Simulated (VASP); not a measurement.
Input:

```
CELL_PARAMETERS angstrom
      0.00000     2.34070     2.34070
      2.34070     0.00000     2.34070
      2.34070     2.34070     0.00000
ATOMIC_POSITIONS crystal
  Zr 0.00000 0.00000 0.00000
  C  0.50000 0.50000 0.50000
```

Level of theory: PBE GGA with D3 dispersion (zero damping), VASP's PBE PAW potentials (set 64) (plane waves; VASP). Settings: 520 eV cut-off, Gaussian smearing of 0.050 eV, potentials Zr_sv C.

### Question
Give the energies of bands 6 to 11 at the high-symmetry points, in eV from the Fermi level.

### Answer

```tsv
band	Γ	X	U	L	W
6	0.91	-2.07	-3.10	-5.38	-2.70
7	0.91	-1.83	-2.31	-3.00	-2.38
8	0.91	0.04	-1.62	-3.00	-2.38
9	1.06	0.04	1.48	4.53	3.29
10	1.06	4.48	4.92	4.53	3.29
11	1.06	5.72	5.43	5.38	5.73
```

It has no gap at this level: it comes out as a metal or semimetal.

The compound is ZrC in the rock salt structure. It was relaxed first.
